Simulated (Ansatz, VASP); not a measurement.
# Cross-check of K6Pb2O5 (K6Pb2O5 (P-1)) between VASP and Ansatz

Wanted: the spread between two codes on one cell, functional and k mesh. Of the first pair: The structure shown is the start of the Ansatz relaxation below; VASP solves that cell, so the two are compared at the walk's first step.

Calculated with Ansatz 0.2.0; plane waves, with VASP 6.6.1 beside it; single point at PBEsol.

**1. The starting structure**

The cell holds 26 atoms: 12 K, 4 Pb and 10 O. Its edges and angles: a = 6.406 Å, b = 7.607 Å, c = 12.454 Å, α = 78.8°, β = 84.1°, γ = 87.8°.

**2. Ansatz: relaxation, PBEsol**

Ansatz runs on its default PAW (the set named soft_2) files.

The two programs are compared at the cell with which this relaxation starts, whose forces are those of its first step.

input.yaml reads:

```yaml
crystal:
  lattice:
    - [6.4062083, 0.0, 0.0]
    - [0.2942211, 7.6012851, 0.0]
    - [1.2728648, 2.3613215, 12.1621199]
  atoms:
    - { symbol: K, position: [0.43333265, 0.60754559, 0.36531884] }
    - { symbol: K, position: [0.56666735, 0.39245441, 0.63468116] }
    - { symbol: K, position: [0.9207671, 0.40717378, 0.38350785] }
    - { symbol: K, position: [0.0792329, 0.59282622, 0.61649215] }
    - { symbol: K, position: [0.31599497, 0.94921333, 0.1230147] }
    - { symbol: K, position: [0.68400503, 0.05078667, 0.8769853] }
    - { symbol: K, position: [0.30473848, 0.48777927, 0.12223044] }
    - { symbol: K, position: [0.69526152, 0.51222073, 0.87776956] }
    - { symbol: K, position: [0.77822671, 0.70060238, 0.12526459] }
    - { symbol: K, position: [0.22177329, 0.29939762, 0.87473541] }
    - { symbol: K, position: [0.40990834, 0.13277248, 0.37529573] }
    - { symbol: K, position: [0.59009166, 0.86722752, 0.62470427] }
    - { symbol: Pb, position: [0.91307858, 0.8713326, 0.35475899] }
    - { symbol: Pb, position: [0.08692142, 0.1286674, 0.64524101] }
    - { symbol: Pb, position: [0.75892521, 0.21037736, 0.13597779] }
    - { symbol: Pb, position: [0.24107479, 0.78962264, 0.86402221] }
    - { symbol: O, position: [0.64768585, 0.94849954, 0.24465233] }
    - { symbol: O, position: [0.35231415, 0.05150046, 0.75534767] }
    - { symbol: O, position: [0.51515447, 0.24220792, 0.02642595] }
    - { symbol: O, position: [0.48484553, 0.75779208, 0.97357405] }
    - { symbol: O, position: [0.74582665, 0.67400318, 0.47810841] }
    - { symbol: O, position: [0.25417335, 0.32599682, 0.52189159] }
    - { symbol: O, position: [0.61959938, 0.38309313, 0.24300931] }
    - { symbol: O, position: [0.38040062, 0.61690687, 0.75699069] }
    - { symbol: O, position: [0.08057839, 0.69410074, 0.25798109] }
    - { symbol: O, position: [0.91942161, 0.30589926, 0.74201891] }
basis:
  ecutwfc: 420
  xc_grid: 2
hamiltonian:
  xc: pbesol
kpoints:
  mp_grid: { grid: [4, 4, 3] }
scf:
  occupations: { method: fermi_dirac, width: 0.01 }
  max_iter: 150
output:
  forces: true
  stress: true
relax:
  f_tol: 0.01
  max_steps: 60
  cell: {}
checkpoint:
  write: "../pbesol.run"
  compress: false
  write_wavefunctions: false
  write_every: 100000
```

Command:

```console
$ ansatz run input.yaml --threads 4 --pin off --max-ram 5652MiB --backend cpu --events-out ev --progress --plain --runs-dir out
```

Numbers of over 12 decimals in the logs are rounded to 6 here.

The log of the run:

```text
Engine: ansatz 0.2.0, aarch64-unknown-linux-gnu
Pseudopotentials: kind: paw
Pseudopotential: K, paw, valence charge 9, recommended cutoff 420 eV (normal), K.paw.azcp
Pseudopotential: Pb, paw, valence charge 14, recommended cutoff 420 eV (normal), Pb.paw.azcp
Pseudopotential: O, paw, valence charge 6, recommended cutoff 420 eV (normal), O.paw.azcp
Functional definition: PBEsol
  exchange = pbesol_x
  correlation = pbesol_c
Crystal: 26 atoms, lattice volume = 592.239 Å³
Basis set: ecut = 420 eV, 11581 PW (Γ), exchange–correlation on 90×108×180 points (8 copies of the dense FFT grid, shifted against one another)
Bands: 138, of which v1, the nominal top of the filled ones, is band 112 counted from 1 (111 counted from 0)
Symmetry: 2 space group operations
Space group: P-1 (ITA 2), of the structure as read, at distance tolerance 8.4e-5 Å
k-points: 26 of 48
Non-local potential: K, projectors of the file, l = 0: 3, l = 1: 2, l = 2: 2
Non-local potential: Pb, projectors of the file, l = 0: 2, l = 1: 2, l = 2: 2, l = 3: 2
Non-local potential: O, projectors of the file, l = 0: 2, l = 1: 2, l = 2: 1
PAW form: soft (Blöchl's): semilocal exchange-correlation on the pseudo side does not see the compensation charge
PAW frozen core: K, regenerated for the run's functional, and the local potential with it (the file was generated under x = pbe(κ = 0.804, μ = 0.219515), c = pbe(β = 0.066725))
PAW frozen core: Pb, regenerated for the run's functional, and the local potential with it (the file was generated under x = pbe(κ = 0.804, μ = 0.219515), c = pbe(β = 0.066725))
PAW frozen core: O, regenerated for the run's functional, and the local potential with it (the file was generated under x = pbe(κ = 0.804, μ = 0.219515), c = pbe(β = 0.066725))
PAW one-centre angular grid: K, 110 points (default); XC on 64 Gauss nodes
PAW one-centre angular grid: Pb, 590 points (default); XC on 64 Gauss nodes
PAW one-centre angular grid: O, 110 points (default); XC on 64 Gauss nodes
Initial density: superposition of atomic densities (neutral atoms: chi_scale 0, normalization atom), corrected by the library's trained network
Initial wavefunctions: pseudopotential atomic-orbital guess
Functional: x = pbesol(κ = 0.804, μ = 0.123457), c = pbesol(β = 0.046)
SCF iter   1: F=—  HF=-70828.177203 eV  |F-HF|=—  |Δ(HF+E_count)|=         —  Δρ=1.09e-2  dr2=6.84e-1  ethr=1.77e-3  ⟨swp⟩=7.9  Hψ=15845  notcnv=0  defer=165
preconditioner: auto → Resta (q_TF=auto, 2.320 Å⁻¹)  ε∞=3.2  [insulator: Δε(μ)=2.073 eV  Ē_g=14.492 eV  σ=0.010 eV  W_gap=1.00  n_scr=124 (ndim 8)  ℏωp=21.6 eV  f_vac=0.111  D(μ)=0.00/eV (n_scr^D=0)  ε∞_Penn≈3.2]
SCF iter   2: F=—  HF=-70828.088281 eV  |F-HF|=—  |Δ(HF+E_count)|=   8.89e-2  Δρ=6.18e-3  dr2=2.02e-1  ethr=3.05e-4  ⟨swp⟩=3.0  Hψ=7055  notcnv=0  defer=509
SCF iter   3: F=—  HF=-70828.049289 eV  |F-HF|=—  |Δ(HF+E_count)|=   3.90e-2  Δρ=1.21e-3  dr2=7.86e-3  ethr=9.04e-5  ⟨swp⟩=2.0  Hψ=4101  notcnv=0  defer=509
SCF iter   4: F=—  HF=-70828.049364 eV  |F-HF|=—  |Δ(HF+E_count)|=   7.58e-5  Δρ=3.80e-4  dr2=1.03e-3  ethr=3.51e-6  ⟨swp⟩=2.1  Hψ=5589  notcnv=0  defer=509
SCF iter   5: F=—  HF=-70828.049544 eV  |F-HF|=—  |Δ(HF+E_count)|=   1.80e-4  Δρ=3.38e-4  dr2=7.63e-4  ethr=4.60e-7  ⟨swp⟩=2.0  Hψ=5735  notcnv=0  defer=509
SCF iter   6: F=—  HF=-70828.049519 eV  |F-HF|=—  |Δ(HF+E_count)|=   2.53e-5  Δρ=9.67e-5  dr2=7.21e-5  ethr=3.41e-7  ⟨swp⟩=2.0  Hψ=3839  notcnv=0  defer=509
SCF iter   7: F=—  HF=-70828.048997 eV  |F-HF|=—  |Δ(HF+E_count)|=   5.22e-4  Δρ=4.99e-5  dr2=1.81e-5  ethr=3.22e-8  ⟨swp⟩=2.0  Hψ=4320  notcnv=0  defer=509
SCF iter   8: F=—  HF=-70828.049000 eV  |F-HF|=—  |Δ(HF+E_count)|=   3.55e-6  Δρ=2.07e-5  dr2=3.03e-6  ethr=8.10e-9  ⟨swp⟩=2.0  Hψ=5098  notcnv=0  defer=509
SCF iter   9: F=—  HF=-70828.049002 eV  |F-HF|=—  |Δ(HF+E_count)|=   1.43e-6  Δρ=6.00e-6  dr2=2.75e-7  ethr=1.35e-9  ⟨swp⟩=2.0  Hψ=4035  notcnv=0  defer=509
SCF iter  10: F=—  HF=-70828.049002 eV  |F-HF|=—  |Δ(HF+E_count)|=   3.05e-7  Δρ=6.81e-6  dr2=2.98e-7  ethr=4.46e-11  ⟨swp⟩=5.0  Hψ=11597  notcnv=0
SCF iter  11: F=-70828.049002 eV  HF=-70828.049002 eV  |F-HF|=8.82e-9  |Δ(HF+E_count)|=   7.26e-9  Δρ=1.14e-6  dr2=1.25e-8  ethr=4.46e-11  ⟨swp⟩=3.0  Hψ=12622  notcnv=0
SCF 1 converged in 11 iterations: F = -70828.049002 eV  dr2 = 1.25e-8
  greatest PAW one-centre occupation: 0.987 electrons in one spin orbital (limit 2), on the K atom at site 7 (counted from 0), in its partial waves of l = 0
relax step   1: F+E_penalty+E_count = -70828.04900194 eV  Δ(F+E_penalty+E_count) = +0.000e0 eV  max|allowed force component| = 1.133e-1 eV/Å  Δτ_max = 0.0000 Å  P = -0.461 GPa  Ω = 592.239 Å³  (11 SCF iters, dr2 threshold 1.00e-7 eV, accepted)
[...]
relax step   6: F+E_penalty+E_count = -70828.07896115 eV  Δ(F+E_penalty+E_count) = -4.449e-4 eV  max|allowed force component| = 6.237e-3 eV/Å  Δτ_max = 0.0037 Å  P = -0.000 GPa  Ω = 587.162 Å³  energy of the carried Pulay correction = +7.023e-3 eV  (9 SCF iters, dr2 threshold 7.12e-9 eV, accepted)
[...]
relax step   7: F+E_penalty+E_count = -70828.07249924 eV  Δ(F+E_penalty+E_count) = +6.462e-3 eV  max|allowed force component| = 6.240e-3 eV/Å  Δτ_max = 0.0000 Å  P = -0.020 GPa  Ω = 587.162 Å³  stress off target by 2.76e-2 GPa  SCF on the basis re-selected at this cell (its energy is not comparable with the rows above)  (6 SCF iters)
basis re-selected at this cell: Δ(F+E_penalty+E_count) = +6.462e-3 eV, ΔP = -0.020 GPa vs the last step (what re-selecting the basis moved, of the pressure what is left beyond the Pulay correction that the steps carried, after the strain that the cell walked since its last selection, with what the two solves' SCF thresholds leave and, on support functions, any second-order correction that the steps lacked; it is no m [...]
SCF converged after 6 iterations
Free energy (F): -70828.072499 eV
Harris-Foulkes:  -70828.072499 eV  (|F-HF|=2.91e-11)
Internal energy: -70828.072499 eV  (E = F + TS)
E sigma→0 (E₀):  -70828.072499 eV
Fermi energy:    6.260844 eV
--- Per-component energies (eV) ---
  E_band       = -1483.037319
  E_kinetic    = 5956.797003
  E_local      = -16504.601372  (includes V_loc(G=0)·N_el)
  E_nonlocal   = 2060.323632
  E_hartree    = 6254.309912
  E_xc         = -3210.332202
  E_vxc        = -3436.253077  (∫ρ·V_xc dr)
  E_paw        = -51696.948836  (= ΣΔE_a)
  E_vpaw       = -2067.947126  (= ΣTr[D̂ρ^β])
  E_aug_tail   = 0.023879  (compensation charges beyond the density's cutoff)
  E_ewald      = -13689.540483
  E_core_change = 1.895967  (= ΣΔE_core)
  E_smearing   = -0.000000  (= −TS)
  E_closure    = 0.000000  (closes the sum)
  Σ components = -70828.072499   (vs F -70828.072499, Δ=0.00e0)
--- Forces (eV/Å), atoms counted from 1 ---
  atom   1  K      0.00200946    -0.00023680    -0.00133363
  atom   2  K     -0.00200946     0.00023680     0.00133363
  atom   3  K      0.00110663     0.00014385    -0.00345821
  atom   4  K     -0.00110663    -0.00014385     0.00345821
  atom   5  K      0.00030059     0.00088365    -0.00216058
  atom   6  K     -0.00030059    -0.00088365     0.00216058
  atom   7  K      0.00013484    -0.00133113    -0.00187557
  atom   8  K     -0.00013484     0.00133113     0.00187557
  atom   9  K     -0.00126759    -0.00012435    -0.00209215
  atom  10  K      0.00126759     0.00012435     0.00209215
  atom  11  K      0.00029777    -0.00099236    -0.00276918
  atom  12  K     -0.00029777     0.00099236     0.00276918
  atom  13  Pb    -0.00152592    -0.00306039    -0.00580865
  atom  14  Pb     0.00152592     0.00306039     0.00580865
  atom  15  Pb     0.00578323    -0.00063596    -0.00171009
  atom  16  Pb    -0.00578323     0.00063596     0.00171009
  atom  17  O      0.00137589    -0.00097476     0.00546588
  atom  18  O     -0.00137589     0.00097476    -0.00546588
  atom  19  O     -0.00304883     0.00233094    -0.00077422
  atom  20  O      0.00304883    -0.00233094     0.00077422
  atom  21  O     -0.00082649     0.00030855     0.00010683
  atom  22  O      0.00082649    -0.00030855    -0.00010683
  atom  23  O     -0.00059268     0.00227516     0.00437902
  atom  24  O      0.00059268    -0.00227516    -0.00437902
  atom  25  O     -0.00270986     0.00072860     0.00623987
  atom  26  O      0.00270986    -0.00072860    -0.00623987
  max |Σ_I F_I| component: 0.00e0 eV/Å
--- Stress (GPa, compression-positive) ---
       -0.014082      -0.000526      -0.004086
       -0.000526      -0.024787      -0.003850
       -0.004086      -0.003850      -0.020512
  P = ⅓ Tr σ = -0.0198 GPa (-0.198 kbar)
--- Relaxed structure (6 steps of the walk, 5 accepted, 1 SCFs on fresh bases) ---
  F+E_penalty+E_count = -70828.07249924 eV   max|allowed force component| = 6.240e-3 eV/Å   (the final SCF, on the basis selected at the relaxed cell)
  cell:  # Å, volume = 587.1622 Å³
    - [6.396814, -0.00781705, -0.010773]
    - [0.284514, 7.569521, -0.013958]
    - [1.247664, 2.328471, 12.119426]
  atoms:
    - { symbol: K, position: [0.431759, 0.609745, 0.365922] }
    - { symbol: K, position: [0.568241, 0.390255, 0.634078] }
    - { symbol: K, position: [0.921628, 0.410902, 0.382274] }
    - { symbol: K, position: [0.078372, 0.589098, 0.617726] }
    - { symbol: K, position: [0.315464, 0.950007, 0.122587] }
    - { symbol: K, position: [0.684536, 0.049993, 0.877413] }
    - { symbol: K, position: [0.306973, 0.488341, 0.121172] }
    - { symbol: K, position: [0.693027, 0.511659, 0.878828] }
    - { symbol: K, position: [0.778069, 0.701745, 0.126763] }
    - { symbol: K, position: [0.221931, 0.298255, 0.873237] }
    - { symbol: K, position: [0.409350, 0.136857, 0.374776] }
    - { symbol: K, position: [0.590650, 0.863143, 0.625224] }
    - { symbol: Pb, position: [0.911096, 0.871481, 0.354869] }
    - { symbol: Pb, position: [0.088904, 0.128519, 0.645131] }
    - { symbol: Pb, position: [0.754944, 0.210526, 0.137724] }
    - { symbol: Pb, position: [0.245056, 0.789474, 0.862276] }
    - { symbol: O, position: [0.642818, 0.948070, 0.245528] }
    - { symbol: O, position: [0.357182, 0.051930, 0.754472] }
    - { symbol: O, position: [0.513927, 0.242302, 0.025575] }
    - { symbol: O, position: [0.486073, 0.757698, 0.974425] }
    - { symbol: O, position: [0.747013, 0.672126, 0.478590] }
    - { symbol: O, position: [0.252987, 0.327874, 0.521410] }
    - { symbol: O, position: [0.615825, 0.386389, 0.243823] }
    - { symbol: O, position: [0.384175, 0.613611, 0.756177] }
    - { symbol: O, position: [0.081144, 0.695364, 0.257121] }
    - { symbol: O, position: [0.918856, 0.304636, 0.742879] }
```

(Part 1 of 3 ends here.)

[Lines on the potential files, build, host, timing and source positions are cut from VASP's logs without a mark.]

[Logs are printed without paths, hosts, clocks, repeated set-up lines and the standing remarks that a program may print on its own settings, such as how far it seeks lower states.]

[Hosts, paths, dates, database ids (printed as entryN), source tags and the programs' standing remarks are cut or masked in the printed files.]
